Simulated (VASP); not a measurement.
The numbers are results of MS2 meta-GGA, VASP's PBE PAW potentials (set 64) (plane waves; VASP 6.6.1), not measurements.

A VASP calculation is set up with these files.

**INCAR**
```
# general
SYSTEM  = Na
PREC    = Accurate
ENCUT   = 520   # plane-wave cut-off (eV)
LREAL   = F   # projection in real space or not
LASPH   = T   # aspherical one-centre terms

# electronic loop
EDIFF   = 1E-7   # SCF stop (eV)
NELM    = 100   # most electronic steps
ALGO    = Normal
LMIXTAU = T

# smearing
ISMEAR  = 1   # Methfessel-Paxton
SIGMA   = 0.1

# functional
METAGGA = MS2

# ions
ISIF    = 2   # forces and stress, cell fixed

# output
LWAVE   = F
LCHARG  = F
```

**KPOINTS**
```
K-points
0
G
12 12 12
```

File POSCAR:
```
Na
1
   -2.0994504118     2.0994504118     2.0994504118
    2.0994504118    -2.0994504118     2.0994504118
    2.0994504118     2.0994504118    -2.0994504118
Na
1
Direct
  0.0000000000   0.0000000000   0.0000000000
```

POTCAR, in this order: Na_pv (PBE.64 set). Program: vasp_std.

What VASP printed:

### OUTCAR
```
 ion  position               nearest neighbor table
   1  0.000  0.000  0.000-
  LATTYP: Found a body centered cubic cell.
 ALAT       =     4.1989008236
 Subroutine PRICEL returns:
 Original cell was already a primitive cell.
 Subroutine GETGRP returns: Found 48 space group operations
The static configuration has the point symmetry O_h .
The dynamic configuration has the point symmetry O_h .
 Subroutine INISYM returns: Found 48 space group operations
 Subroutine IBZKPT returns following result:
 Found     72 irreducible k-points:

 Following reciprocal coordinates:
            Coordinates               Weight
  0.000000  0.000000  0.000000      1.000000
  0.083333  0.000000  0.000000     12.000000
  0.166667  0.000000  0.000000     12.000000
  0.250000  0.000000  0.000000     12.000000
  0.333333  0.000000  0.000000     12.000000
  0.416667  0.000000  0.000000     12.000000
  0.500000  0.000000  0.000000      6.000000
  0.083333  0.083333  0.000000     24.000000
  0.166667  0.083333 -0.000000     48.000000
  0.250000  0.083333  0.000000     48.000000
...
```

File OSZICAR:
```
       N       E                     dE             d eps       ncg     rms          rms(c)
DAV:   1     0.161912564168E+02    0.16191E+02   -0.38573E+03  1015   0.799E+02
DAV:   2    -0.490847122797E+01   -0.21100E+02   -0.21095E+02  1043   0.139E+02
DAV:   3    -0.530735117987E+01   -0.39888E+00   -0.39887E+00  1379   0.277E+01
DAV:   4    -0.531055760766E+01   -0.32064E-02   -0.32064E-02  1197   0.214E+00
DAV:   5    -0.531060824614E+01   -0.50638E-04   -0.50638E-04  1344   0.232E-01    0.290E-01
DAV:   6    -0.439165328557E+01    0.91895E+00   -0.59512E-01  1008   0.111E+01    0.206E-01
DAV:   7    -0.469965418712E+01   -0.30800E+00   -0.15280E-01  1008   0.485E+00    0.118E-01
DAV:   8    -0.448737335038E+01    0.21228E+00   -0.23438E-02  1008   0.104E+00    0.496E-02
DAV:   9    -0.461039482410E+01   -0.12302E+00   -0.39271E-02  1008   0.283E+00    0.384E-02
DAV:  10    -0.460515512127E+01    0.52397E-02   -0.53813E-03  1008   0.117E+00    0.205E-02
DAV:  11    -0.443186005098E+01    0.17330E+00   -0.13786E-01  1008   0.453E+00    0.197E-02
DAV:  12    -0.442778572261E+01    0.40743E-02   -0.19173E-03  1141   0.640E-01    0.211E-02
DAV:  13    -0.442478153519E+01    0.30042E-02   -0.91464E-04  1008   0.437E-01    0.296E-02
DAV:  14    -0.448721018226E+01   -0.62429E-01   -0.90373E-02  1008   0.308E+00    0.246E-02
DAV:  15    -0.448780748191E+01   -0.59730E-03   -0.64586E-03  1008   0.937E-01    0.178E-02
DAV:  16    -0.448664684665E+01    0.11606E-02   -0.71367E-04  1036   0.232E-01    0.194E-02
DAV:  17    -0.448300204219E+01    0.36448E-02   -0.18792E-03  1008   0.332E-01    0.201E-02
DAV:  18    -0.448714795593E+01   -0.41459E-02   -0.26948E-03  1008   0.371E-01    0.201E-02
DAV:  19    -0.449116792301E+01   -0.40200E-02   -0.46819E-03  1008   0.519E-01    0.204E-02
DAV:  20    -0.449124013628E+01   -0.72213E-04   -0.12965E-04  1078   0.138E-01    0.221E-02
DAV:  21    -0.449002423100E+01    0.12159E-02   -0.13142E-03  1008   0.295E-01    0.208E-02
DAV:  22    -0.449193771390E+01   -0.19135E-02   -0.23058E-03  1008   0.334E-01    0.148E-02
DAV:  23    -0.449210225034E+01   -0.16454E-03   -0.71827E-05  1078   0.102E-01    0.880E-03
DAV:  24    -0.449244235345E+01   -0.34010E-03   -0.22294E-04  1008   0.109E-01    0.904E-03
DAV:  25    -0.449243930212E+01    0.30513E-05   -0.26462E-05  1036   0.614E-02    0.766E-03
DAV:  26    -0.449252044408E+01   -0.81142E-04   -0.19639E-05  1008   0.363E-02    0.103E-02
DAV:  27    -0.449249044284E+01    0.30001E-04   -0.30137E-06  1050   0.113E-02    0.108E-02
DAV:  28    -0.449252235385E+01   -0.31911E-04   -0.41203E-06  1008   0.159E-02    0.104E-02
DAV:  29    -0.449258739045E+01   -0.65037E-04   -0.18869E-05  1008   0.310E-02    0.803E-03
DAV:  30    -0.449265782293E+01   -0.70432E-04   -0.46098E-05  1008   0.552E-02    0.497E-03
DAV:  31    -0.449267999285E+01   -0.22170E-04   -0.10454E-05  1036   0.266E-02    0.279E-03
DAV:  32    -0.449269175378E+01   -0.11761E-04   -0.90524E-06  1008   0.248E-02    0.956E-04
DAV:  33    -0.449269385615E+01   -0.21024E-05   -0.16699E-06  1036   0.117E-02    0.409E-04
DAV:  34    -0.449269402716E+01   -0.17101E-06   -0.31025E-07  1057   0.468E-03    0.562E-04
DAV:  35    -0.449269406589E+01   -0.38729E-07   -0.28624E-08  1113   0.143E-03
   1 F= -.44926941E+01 E0= -.44924338E+01  d E =-.780772E-03
```

File OUTCAR:
```
------------------------ aborting loop because EDIFF is reached ----------------------------------------
  FORCE on cell =-STRESS in cart. coord.  units (eV):
  Direction    XX          YY          ZZ          XY          YZ          ZX
  --------------------------------------------------------------------------------------
  Total       -0.0381158     -0.0381158     -0.0381158      0.0000000      0.0000000     -0.0000000
  in kB       -1.6498279     -1.6498279     -1.6498279      0.0000000      0.0000000     -0.0000000
  external PRESSURE =      -1.6498279 kB  Pullay stress =       0.0000000 kB
  volume of cell :       37.01
      direct lattice vectors                 reciprocal lattice vectors
    -2.099450412  2.099450412  2.099450412     0.000000000  0.238157566  0.238157566
     2.099450412 -2.099450412  2.099450412     0.238157566  0.000000000  0.238157566
     2.099450412  2.099450412 -2.099450412     0.238157566  0.238157566  0.000000000
 POSITION                                       TOTAL-FORCE (eV/Angst)
 -----------------------------------------------------------------------------------
      0.00000      0.00000      0.00000         0.000000     -0.000000      0.000000
 -----------------------------------------------------------------------------------
    total drift:                               -0.000000      0.000000      0.000000
  FREE ENERGIE OF THE ION-ELECTRON SYSTEM (eV)
  ---------------------------------------------------
  free  energy   TOTEN  =        -4.4926940659 eV

  energy  without entropy=       -4.4919132942  energy(sigma->0) =       -4.49243381
```
(Selected blocks of OUTCAR.)

The compound is Na in the bcc structure. This cell is one point of a volume scan, at 0.97 of the reference volume.
